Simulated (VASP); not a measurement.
# LiZr4N3 (P6_3/mmc) in VASP: relaxation of cell and atoms with PBE

Aim: the relaxation of cell and atoms of LiZr4N3 with PBE.

All numbers are computed with VASP 6.6.1; they aren't measurements. Logs are shortened: lines on timing, memory, paths and dates and some standing lists are left out, and cuts for length are marked.

## (1) The crystal as given

Symmetry: P6_3/mmc, No. 194, hexagonal system. The conventional cell has a = 3.250 Å, b = 3.250 Å, c = 26.299 Å, α = 90.00°, β = 90.00°, γ = 120.00°. Li (site symmetry -6m2) has 6 Li at 3.25 Å and 6 Zr at 3.26 Å as nearest neighbours. Around Zr (site symmetry 3m) lie 3 N at 2.26 Å. Zr (site symmetry 3m) is surrounded by 6 N at 2.28 to 2.32 Å. N (site symmetry 3m) has 6 Zr at 2.26 to 2.28 Å as nearest neighbours. N (site symmetry -3m) is surrounded by 6 Zr at 2.32 Å.

The cell was built by a generator and needn't be a form met in nature.

## (2) Relaxation of cell and atoms, PBE

File INCAR:

```
PREC = Accurate ; ENCUT = 520
EDIFF = 1E-6 ; ISMEAR = 0
SIGMA = 0.1 ; LREAL = False
LASPH = True ; NELM = 120
ALGO = Normal ; ISIF = 3
LWAVE = False ; LCHARG = False
GGA = PE ; IBRION = 2
NSW = 90 ; EDIFFG = -0.01
KPAR = 4
```

File KPOINTS:

```
Automatic mesh
0
Gamma
  10 10 2
```

File POSCAR:

```
LiZr4N3
1.0
    3.2501807600      0.0000000000      0.0000000000
   -1.6250903800      2.8147391000      0.0000000000
    0.0000000000      0.0000000000     26.2990000000
Li Zr N
2 8 6
Direct
    0.6666666700      0.3333333300      0.7500000000
    0.3333333300      0.6666666700      0.2500000000
    0.0000000000      0.0000000000      0.8514392200
    0.6666666700      0.3333333300      0.9483630600
    0.0000000000      0.0000000000      0.1485607800
    0.3333333300      0.6666666700      0.0516369400
    0.0000000000      0.0000000000      0.6485607800
    0.6666666700      0.3333333300      0.5516369400
    0.0000000000      0.0000000000      0.3514392200
    0.3333333300      0.6666666700      0.4483630600
    0.3333333300      0.6666666700      0.8990455900
    0.6666666700      0.3333333300      0.1009544100
    0.0000000000      0.0000000000      0.0000000000
    0.3333333300      0.6666666700      0.6009544100
    0.6666666700      0.3333333300      0.3990455900
    0.0000000000      0.0000000000      0.5000000000
```

Potentials or basis: VASP PAW PBE potentials, release 64 (Li_sv, Zr_sv, N).

The run is started by

```console
> cat potpaw_PBE.64/Li_sv/POTCAR potpaw_PBE.64/Zr_sv/POTCAR potpaw_PBE.64/N/POTCAR > POTCAR
> mpirun -np 4 vasp_std > vasp.out
```

OUTCAR:

```text
PREC = Accurate
   ENCUT = 520
   EDIFF = 1E-6
   ISMEAR = 0
   LREAL = False
   LASPH = True
   NELM = 120
   ISIF = 3
   GGA = PE
   IBRION = 2
   NSW = 90
   EDIFFG = -0.01

 ion  position               nearest neighbor table
   1  0.667  0.333  0.750-
   2  0.333  0.667  0.250-
   3  0.000  0.000  0.851-  11 2.26  11 2.26  11 2.26   4 3.17   4 3.17   4 3.17
   4  0.667  0.333  0.948-  11 2.28  11 2.28  11 2.28  13 2.32  13 2.32  13 2.32   3 3.17   3 3.17
                             3 3.17   6 3.30   6 3.30   6 3.30
   5  0.000  0.000  0.149-  12 2.26  12 2.26  12 2.26   6 3.17   6 3.17   6 3.17
   6  0.333  0.667  0.052-  12 2.28  12 2.28  12 2.28  13 2.32  13 2.32  13 2.32   5 3.17   5 3.17
                             5 3.17   4 3.30   4 3.30   4 3.30
   7  0.000  0.000  0.649-  14 2.26  14 2.26  14 2.26   8 3.17   8 3.17   8 3.17
   8  0.667  0.333  0.552-  14 2.28  14 2.28  14 2.28  16 2.32  16 2.32  16 2.32   7 3.17   7 3.17
                             7 3.17  10 3.30  10 3.30  10 3.30
   9  0.000  0.000  0.351-  15 2.26  15 2.26  15 2.26  10 3.17  10 3.17  10 3.17
  10  0.333  0.667  0.448-  15 2.28  15 2.28  15 2.28  16 2.32  16 2.32  16 2.32   9 3.17   9 3.17
                             9 3.17   8 3.30   8 3.30   8 3.30
  11  0.333  0.667  0.899-   3 2.26   3 2.26   3 2.26   4 2.28   4 2.28   4 2.28
  12  0.667  0.333  0.101-   5 2.26   5 2.26   5 2.26   6 2.28   6 2.28   6 2.28
  13  0.000  0.000  0.000-   4 2.32   6 2.32   6 2.32   4 2.32   4 2.32   6 2.32
  14  0.333  0.667  0.601-   7 2.26   7 2.26   7 2.26   8 2.28   8 2.28   8 2.28
  15  0.667  0.333  0.399-   9 2.26   9 2.26   9 2.26  10 2.28  10 2.28  10 2.28
  16  0.000  0.000  0.500-   8 2.32  10 2.32  10 2.32   8 2.32   8 2.32  10 2.32

  LATTYP: Found a hexagonal cell.
 ALAT       =     3.2501807600
 C/A-ratio  =     8.0915499604

  Lattice vectors:

 A1 = (   3.2501807600,   0.0000000000,   0.0000000000)
 A2 = (  -1.6250903800,   2.8147391000,   0.0000000000)
 A3 = (   0.0000000000,   0.0000000000,  26.2990000000)

Analysis of symmetry for initial positions (statically):
=====================================================================
 Subroutine PRICEL returns:
 Original cell was already a primitive cell.

 Routine SETGRP: Setting up the symmetry group for a
 hexagonal supercell.

 Subroutine GETGRP returns: Found 24 space group operations
 (whereof 12 operations were pure point group operations)
 out of a pool of 24 trial point group operations.

The static configuration has the point symmetry D_3d.
 The point group associated with its full space group is D_6h.

Analysis of symmetry for dynamics (positions and initial velocities):
=====================================================================
 Subroutine PRICEL returns:
 Original cell was already a primitive cell.

 Routine SETGRP: Setting up the symmetry group for a
 hexagonal supercell.

 Subroutine GETGRP returns: Found 24 space group operations
 (whereof 12 operations were pure point group operations)
 out of a pool of 24 trial point group operations.

The dynamic configuration has the point symmetry D_3d.
 The point group associated with its full space group is D_6h.

 Subroutine INISYM returns: Found 24 space group operations
 (whereof 12 operations are pure point group operations),
 and found     1 'primitive' translations

----------------------------------------------------------------------------------------

                                     Primitive cell

  volume of cell :     240.5941

  direct lattice vectors                    reciprocal lattice vectors
     3.250180760  0.000000000  0.000000000     0.307675195  0.177636357  0.000000000
    -1.625090380  2.814739100  0.000000000     0.000000000  0.355272714  0.000000000
     0.000000000  0.000000000 26.299000000     0.000000000  0.000000000  0.038024259

  length of vectors
     3.250180760  3.250180756 26.299000000     0.355272714  0.355272714  0.038024259

  position of ions in fractional coordinates (direct lattice)
     0.666666670  0.333333330  0.750000000
     0.333333330  0.666666670  0.250000000
     0.000000000  0.000000000  0.851439220
     0.666666670  0.333333330  0.948363060
     0.000000000  0.000000000  0.148560780
     0.333333330  0.666666670  0.051636940
[... 8 lines left out ...]
     0.666666670  0.333333330  0.399045590
     0.000000000  0.000000000  0.500000000

[... 43 lines left out ...]
 Found     28 irreducible k-points:

 Following reciprocal coordinates:
            Coordinates               Weight
  0.000000  0.000000  0.000000      1.000000
  0.100000 -0.000000  0.000000      6.000000
  0.200000 -0.000000  0.000000      6.000000
  0.300000 -0.000000  0.000000      6.000000
  0.400000 -0.000000  0.000000      6.000000
  0.500000  0.000000  0.000000      3.000000
[... 16 lines left out ...]
  0.300000  0.100000  0.500000     12.000000
  0.400000  0.100000  0.500000     12.000000
 [... further k-points ...]
   k-points           NKPTS =     28   k-points in BZ     NKDIM =     28   number of bands    NBANDS=     79
   number of dos      NEDOS =    301   number of ions     NIONS =     16
   total plane-waves  NPLWV = 112896
   dimension x,y,z NGX =    24 NGY =   24 NGZ =  196
   dimension x,y,z NGXF=    48 NGYF=   48 NGZF=  392
   ions per type =               2   8   6
   NGX,Y,Z   is equivalent  to a cutoff of  12.28, 12.28, 12.39 a.u.
   NGXF,Y,Z  is equivalent  to a cutoff of  24.55, 24.55, 24.78 a.u.
 SYSTEM =  unknown system
   PREC   = accura    normal or accurate (medium, high low for compatibility)
   ISTART =      0    job   : 0-new  1-cont  2-samecut
   ICHARG =      2    charge: 1-file 2-atom 10-const
   ISPIN  =      1    spin polarized calculation?
   LNONCOLLINEAR =      F non collinear calculations
   LSORBIT =      F    spin-orbit coupling
   LASPH  =      T    aspherical Exc in radial PAW
   ENCUT  =  520.0 eV  38.22 Ry    6.18 a.u.   6.04  6.04 48.90*2*pi/ulx,y,z
   NELM   =    120;   NELMIN=  2; NELMDL= -5     # of ELM steps
   EDIFF  = 0.1E-05   stopping-criterion for ELM
   LREAL  =      F    real-space projection
   EDIFFG = -.1E-01   stopping-criterion for IOM
   NSW    =     90    number of steps for IOM
   IBRION =      2    ionic relax: 0-MD 1-quasi-New 2-CG
   NFREE  =      1    steps in history (QN), initial steepest desc. (CG)
   ISIF   =      3    stress and relaxation
   ISYM   =      2    0-nonsym 1-usesym 2-fastsym
   POTIM  = 0.5000    time-step for ionic-motion
   TEBEG  =    0.0;   TEEND  =   0.0 temperature during run
   PSTRESS=    0.0 pullay stress
   NELECT =     132.0000    total number of electrons
   NUPDOWN=      -1.0000    fix difference up-down
   EMIN   =  10.00;   EMAX   =-10.00  energy-range for DOS
   EFERMI =   0.00;   METHOD = LEGACY
   ISMEAR =     0;   SIGMA  =   0.10  broadening in eV -4-tet -1-fermi 0-gaus
   EFERMI_NEDOS =   21; number of points for ismear=-14 and -15
   IALGO  =     38    algorithm
   IMIX   =      4    mixing-type and parameters
     AMIX     =   0.40;   BMIX     =  1.00
     AMIX_MAG =   1.60;   BMIX_MAG =  1.00
  volume/ion in A,a.u.               =      15.04       101.48
  Fermi-wavevector in a.u.,A,eV,Ry     =   1.340205  2.532620 24.438090  1.796149
  Thomas-Fermi vector in A             =   2.468536
   LORBIT       =      0    0 simple, 1 ext, 2 COOP (PROOUT), +10 PAW based schemes
   GGA     = PE    functional components
   LHFCALC =     F    Hartree Fock is set to
   AEXX    =    0.0000 exact exchange contribution
   IVDW    =     0    specifies the selected vdW correction
   LEPSILON=     F    determine dielectric tensor
   LRPA    =     F    only Hartree local field effects (RPA)
 conjugate gradient relaxation of ions
 non-spin polarized calculation
 Gauss-broadening in eV      SIGMA  =   0.10
  energy-cutoff  :      520.00
  volume of cell :      240.59
 maximum number of plane-waves:      6558
   NGX = 13   NGY = 13   NGZ = 97

--------------------------------------- Ionic step        1  -------------------------------------------

 number of electron     132.0000017 magnetization

 Free energy of the ion-electron system (eV)
  ---------------------------------------------------
  ext. energy  EPLUGINS =         0.00000000
  ---------------------------------------------------
  free energy    TOTEN  =      -142.08024675 eV

  energy without entropy =     -142.03557573  energy(sigma->0) =     -142.05791124

------------------------ aborting loop because EDIFF is reached ----------------------------------------

  FORCE on cell =-STRESS in cart. coord.  units (eV):
  Direction    XX          YY          ZZ          XY          YZ          ZX
  --------------------------------------------------------------------------------------
  -------------------------------------------------------------------------------------
  Total       -0.5255358     -0.5255358      1.0983455      0.0000000      0.0000000      0.0000000
  in kB       -3.4996770     -3.4996769      7.3141638      0.0000000      0.0000000      0.0000000
  external PRESSURE =       0.1049366 kB  Pullay stress =       0.0000000 kB
[... 131 lines left out ...]
  FREE ENERGIE OF THE ION-ELECTRON SYSTEM (eV)
  ---------------------------------------------------
  free  energy   TOTEN  =      -142.0844484900 eV

  energy  without entropy=     -142.0394305718  energy(sigma->0) =     -142.06193953

[... ionic steps 4 to 8 ...]

--------------------------------------- Ionic step        9  -------------------------------------------

 number of electron     132.0000023 magnetization

------------------------ aborting loop because EDIFF is reached ----------------------------------------
[... 95 lines left out ...]
--------------------------------------- Ionic step       11  -------------------------------------------

 number of electron     132.0000024 magnetization

 Free energy of the ion-electron system (eV)
  ---------------------------------------------------
  ext. energy  EPLUGINS =         0.00000000
  ---------------------------------------------------
  free energy    TOTEN  =      -142.08484237 eV

  energy without entropy =     -142.03974819  energy(sigma->0) =     -142.06229528

 E-fermi :   8.7575     XC(G=0): -11.0637

 val. band max:        8.7495802467   @ k =   0.4000   0.2000   0.5000
 cond. band min:       8.7820349197   @ k =   0.4000   0.2000   0.0000
 fundamental gap:      0.0324546730
 Fermi energy:         8.7574673067

 k-point     1 :       0.0000    0.0000    0.0000
  band No.  band energies     occupation
      1     -40.8061      2.00000
      2     -40.8061      2.00000
      3     -40.7515      2.00000
      4     -40.7515      2.00000
      5     -40.3322      2.00000
      6     -40.3321      2.00000
[... 1933 lines left out ...]
     77      11.7604      0.00000
     78      11.7604      0.00000

 [... further k-points ...]

 [bands above 78 left out]

------------------------ aborting loop because EDIFF is reached ----------------------------------------

  FORCE on cell =-STRESS in cart. coord.  units (eV):
  Direction    XX          YY          ZZ          XY          YZ          ZX
  --------------------------------------------------------------------------------------
  -------------------------------------------------------------------------------------
  Total        0.0578937      0.0578937      0.0789347     -0.0000000      0.0000000      0.0000000
  in kB        0.3851310      0.3851310      0.5251037     -0.0000000      0.0000000      0.0000000
  external PRESSURE =       0.4317886 kB  Pullay stress =       0.0000000 kB
[... 31 lines left out ...]
  FREE ENERGIE OF THE ION-ELECTRON SYSTEM (eV)
  ---------------------------------------------------
  free  energy   TOTEN  =      -142.0848423746 eV

  energy  without entropy=     -142.0397481932  energy(sigma->0) =     -142.06229528

 reached required accuracy - stopping structural energy minimisation
```

It took 17 min on 4 MPI ranks of Intel Xeon Platinum 8488C (Sapphire Rapids), shared host; peak memory 0.59 GiB.

These settings aren't checked as converged: the numbers below hold their error.

What came out:

| Item | Value |
| --- | --- |
| Free energy | -142.0848 eV |
| Relaxed volume | 15.05 Å³/atom |
| Relaxed cell | a = 3.243 Å, b = 3.243 Å, c = 26.440 Å, α = 90.00°, β = 90.00°, γ = 120.00° |
| Space group after relaxing (to 0.05 Å) | P6_3/mmc (No. 194) |
| Energy gained by relaxing | 0.3 meV/atom |
| Ionic steps | 11 |
| Largest force after relaxing | 0.007 eV/Å |
| Band gap on the k mesh | none (metal or under the smearing width) |

Caveat: the cutoff is under 1.25 times the usual one of these potentials, so pressure, stress and relaxed cells hold a basis-set (Pulay) error.
